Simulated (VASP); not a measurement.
# CoSi (P2_13) in VASP: single point with r2SCAN

Aim: the single point of CoSi with r2SCAN.

Program: VASP 6.6.1. These are calculated values, not measurements. Logs are shortened: lines on timing, memory, paths and dates and some standing lists are left out, and cuts for length are marked.

**1. Starting point**

It takes space group P2_13 (No. 198, cubic). The conventional cell has a = 4.430 Å, b = 4.430 Å, c = 4.430 Å, α = 90.00°, β = 90.00°, γ = 90.00°. Co (site symmetry 3) has 7 Si at 2.32 to 2.43 Å as nearest neighbours. Si (site symmetry 3) has 7 Co at 2.32 to 2.43 Å as nearest neighbours.

The cell was built by a generator and needn't be a form met in nature.

**2. Single point, r2SCAN, collinear spin, ferromagnetic start**

The input, INCAR:

```
SYSTEM = CoSi
PREC = Accurate
ENCUT = 520
EDIFF = 1E-6
ISMEAR = 0
SIGMA = 0.1
LREAL = .FALSE.
LASPH = .TRUE.
NELM = 150
ALGO = Normal
ISIF = 2
LWAVE = .FALSE.
LCHARG = .FALSE.
ISPIN = 2
MAGMOM = 2 2 2 2 0 0 0 0
LORBIT = 11
LMAXMIX = 4
METAGGA = R2SCAN
LMIXTAU = .TRUE.
KPAR = 8
```

The input, KPOINTS:

```
Automatic mesh
0
G
  8 8 8
  0 0 0
```

The input, POSCAR:

```
CoSi
1.0
    4.4299500000      0.0000000000      0.0000000000
    0.0000000000      4.4299500000      0.0000000000
    0.0000000000      0.0000000000      4.4299500000
Co Si
4 4
Direct
    0.1450510000      0.1450510000      0.1450510000
    0.6450510000      0.3549490000      0.8549490000
    0.8549490000      0.6450510000      0.3549490000
    0.3549490000      0.8549490000      0.6450510000
    0.8432420000      0.8432420000      0.8432420000
    0.3432420000      0.6567580000      0.1567580000
    0.1567580000      0.3432420000      0.6567580000
    0.6567580000      0.1567580000      0.3432420000
```

Potentials or basis: VASP PAW PBE potentials, release 64 (Co, Si).

The run is started by

```
$ cat potpaw_PBE.64/Co/POTCAR potpaw_PBE.64/Si/POTCAR > POTCAR
$ mpirun -np 8 vasp_std > vasp.out
```

OUTCAR:

```text
SYSTEM = CoSi
   PREC = Accurate
   ENCUT = 520
   EDIFF = 1E-6
   ISMEAR = 0
   LREAL = .FALSE.
   LASPH = .TRUE.
   NELM = 150
   ISIF = 2
   ISPIN = 2
   LORBIT = 11
   METAGGA = R2SCAN

 ion  position               nearest neighbor table
   1  0.145  0.145  0.145-   5 2.32   6 2.34   7 2.34   8 2.34   6 2.43   7 2.43   8 2.43   3 2.72
                             4 2.72   2 2.72   4 2.72   3 2.72   2 2.72
   2  0.645  0.355  0.855-   6 2.32   8 2.34   7 2.34   5 2.34   5 2.43   8 2.43   7 2.43   1 2.72
                             3 2.72   3 2.72   4 2.72   4 2.72   1 2.72
   3  0.855  0.645  0.355-   7 2.32   6 2.34   8 2.34   5 2.34   5 2.43   6 2.43   8 2.43   1 2.72
                             2 2.72   2 2.72   1 2.72   4 2.72   4 2.72
   4  0.355  0.855  0.645-   8 2.32   7 2.34   6 2.34   5 2.34   5 2.43   7 2.43   6 2.43   1 2.72
                             1 2.72   2 2.72   2 2.72   3 2.72   3 2.72
   5  0.843  0.843  0.843-   1 2.32   2 2.34   3 2.34   4 2.34   2 2.43   3 2.43   4 2.43   6 2.74
                             7 2.74   8 2.74   8 2.74   7 2.74   6 2.74
   6  0.343  0.657  0.157-   2 2.32   3 2.34   4 2.34   1 2.34   1 2.43   3 2.43   4 2.43   7 2.74
                             8 2.74   5 2.74   8 2.74   7 2.74   5 2.74
   7  0.157  0.343  0.657-   3 2.32   4 2.34   2 2.34   1 2.34   1 2.43   4 2.43   2 2.43   6 2.74
                             8 2.74   5 2.74   8 2.74   6 2.74   5 2.74
   8  0.657  0.157  0.343-   4 2.32   2 2.34   3 2.34   1 2.34   1 2.43   2 2.43   3 2.43   6 2.74
                             7 2.74   5 2.74   6 2.74   7 2.74   5 2.74

  LATTYP: Found a simple cubic cell.
 ALAT       =     4.4299500000

  Lattice vectors:

 A1 = (   4.4299500000,   0.0000000000,   0.0000000000)
 A2 = (   0.0000000000,   4.4299500000,   0.0000000000)
 A3 = (   0.0000000000,   0.0000000000,   4.4299500000)

Analysis of symmetry for initial positions (statically):
=====================================================================
 Subroutine PRICEL returns:
 Original cell was already a primitive cell.

 Routine SETGRP: Setting up the symmetry group for a
 simple cubic supercell.

 Subroutine GETGRP returns: Found 12 space group operations
 (whereof  3 operations were pure point group operations)
 out of a pool of 48 trial point group operations.

The static configuration has the point symmetry C_3 .
 The point group associated with its full space group is T   .

Analysis of symmetry for dynamics (positions and initial velocities):
=====================================================================
 Subroutine PRICEL returns:
 Original cell was already a primitive cell.

 Routine SETGRP: Setting up the symmetry group for a
 simple cubic supercell.

 Subroutine GETGRP returns: Found 12 space group operations
 (whereof  3 operations were pure point group operations)
 out of a pool of 48 trial point group operations.
[... 180 lines left out ...]

 E-fermi :  12.0569     XC(G=0): -13.9074

 val. band max:       12.0518215758   @ k =   0.5000   0.5000   0.3750
 cond. band min:      12.1926149975   @ k =   0.3750   0.3750   0.3750
 fundamental gap:      0.1407934217
 Fermi energy:        12.0568814258

 spin component 1

 k-point     1 :       0.0000    0.0000    0.0000
  band No.  band energies     occupation
      1      -2.3934      1.00000
      2       3.4335      1.00000
      3       3.4335      1.00000
      4       3.4335      1.00000
      5       6.2120      1.00000
      6       6.2120      1.00000
[... 901 lines left out ...]
     34      16.5793      0.00000
     35      17.1356      0.00000

 [... further k-points ...]

 spin component 2

 k-point     1 :       0.0000    0.0000    0.0000
  band No.  band energies     occupation
      1      -2.3934      1.00000
      2       3.4334      1.00000
      3       3.4334      1.00000
      4       3.4334      1.00000
      5       6.2120      1.00000
      6       6.2120      1.00000
[... 901 lines left out ...]
     34      16.5792      0.00000
     35      17.1356      0.00000

 [... further k-points ...]

------------------------ aborting loop because EDIFF is reached ----------------------------------------

  FORCE on cell =-STRESS in cart. coord.  units (eV):
  Direction    XX          YY          ZZ          XY          YZ          ZX
  --------------------------------------------------------------------------------------
  -------------------------------------------------------------------------------------
  Total       -3.9471089     -3.9471089     -3.9471089      0.0000000      0.0000000      0.0000000
  in kB      -72.7433361    -72.7433361    -72.7433361      0.0000000      0.0000000      0.0000000
  external PRESSURE =     -72.7433361 kB  Pullay stress =       0.0000000 kB

 VOLUME and BASIS-vectors are now :
 -----------------------------------------------------------------------------
  energy-cutoff  :      520.00
  volume of cell :       86.94
      direct lattice vectors                 reciprocal lattice vectors
     4.429950000  0.000000000  0.000000000     0.225736182  0.000000000  0.000000000
     0.000000000  4.429950000  0.000000000     0.000000000  0.225736182  0.000000000
     0.000000000  0.000000000  4.429950000     0.000000000  0.000000000  0.225736182

 POSITION                                       TOTAL-FORCE (eV/Angst)
 -----------------------------------------------------------------------------------
      0.64257      0.64257      0.64257        -0.016994     -0.016994     -0.016994
      2.85754      1.57241      3.78738        -0.016994      0.016994      0.016994
      3.78738      2.85754      1.57241         0.016994     -0.016994      0.016994
      1.57241      3.78738      2.85754         0.016994      0.016994     -0.016994
      3.73552      3.73552      3.73552        -0.002045     -0.002045     -0.002045
      1.52054      2.90941      0.69443        -0.002045      0.002045      0.002045
      0.69443      1.52054      2.90941         0.002045     -0.002045      0.002045
      2.90941      0.69443      1.52054         0.002045      0.002045     -0.002045
 -----------------------------------------------------------------------------------
    total drift:                               -0.000000     -0.000000      0.000000

  FREE ENERGIE OF THE ION-ELECTRON SYSTEM (eV)
  ---------------------------------------------------
  free  energy   TOTEN  =       -91.9041653179 eV

  energy  without entropy=      -91.8980118477  energy(sigma->0) =      -91.90108858

 total charge

# of ion       s       p       d       tot
------------------------------------------
    1        0.454   0.650   7.567   8.672
    2        0.454   0.650   7.567   8.672
    3        0.454   0.650   7.567   8.672
    4        0.454   0.650   7.567   8.672
    5        0.711   0.892   0.000   1.602
    6        0.711   0.892   0.000   1.602
    7        0.711   0.892   0.000   1.602
    8        0.711   0.892   0.000   1.602
--------------------------------------------------
tot          4.660   6.168  30.269  41.097

 magnetization (x)

# of ion       s       p       d       tot
------------------------------------------
    1        0.000   0.000   0.000   0.000
    2        0.000   0.000   0.000   0.000
    3        0.000   0.000   0.000   0.000
    4        0.000   0.000   0.000   0.000
    5       -0.000  -0.000   0.000  -0.000
    6       -0.000  -0.000   0.000  -0.000
    7       -0.000  -0.000   0.000  -0.000
    8       -0.000  -0.000   0.000  -0.000
--------------------------------------------------
tot         -0.000  -0.000   0.000   0.000
```

stdout:

```text
POSCAR found type information on POSCAR CoSi
 POSCAR found :  2 types and       8 ions
 scaLAPACK will be used
 -----------------------------------------------------------------------------
|                                                                             |
|           W    W    AA    RRRRR   N    N  II  N    N   GGGG   !!!           |
|           W    W   A  A   R    R  NN   N  II  NN   N  G    G  !!!           |
|           W    W  A    A  R    R  N N  N  II  N N  N  G       !!!           |
[... 20 lines left out ...]
 -----------------------------------------------------------------------------

 LDA part: xc-table for (None), standard interpolation
 POSCAR, INCAR and KPOINTS ok, starting setup
 FFT: planning ... GRIDC
 FFT: planning ... GRID_SOFT
 FFT: planning ... GRID
 WAVECAR not read
 entering main loop
```

Wall time 2.2 min (8 MPI ranks of Intel Xeon Platinum 8488C (Sapphire Rapids), shared host); peak memory 0.43 GiB.

What came out:

* Free energy: -91.9042 eV
* Pressure: -7.3 GPa
* Largest force: 0.029 eV/Å
* Band gap on the k mesh: none (metal or under the smearing width)
* Net moment: 0.00 μB per cell
* Valence electrons inside the program's atomic spheres: Co 8.67; Si 1.60

Forces in eV/Å, atoms in the order of the input:
```
Co  -0.017 -0.017 -0.017
Co  -0.017  0.017  0.017
Co   0.017 -0.017  0.017
Co   0.017  0.017 -0.017
Si  -0.002 -0.002 -0.002
Si  -0.002  0.002  0.002
Si   0.002 -0.002  0.002
Si   0.002  0.002 -0.002
```

Caveat: the starting moments collapsed, and a magnetic state may lie lower; the PAW data sets were made with another functional, which shifts forces and pressure a little.
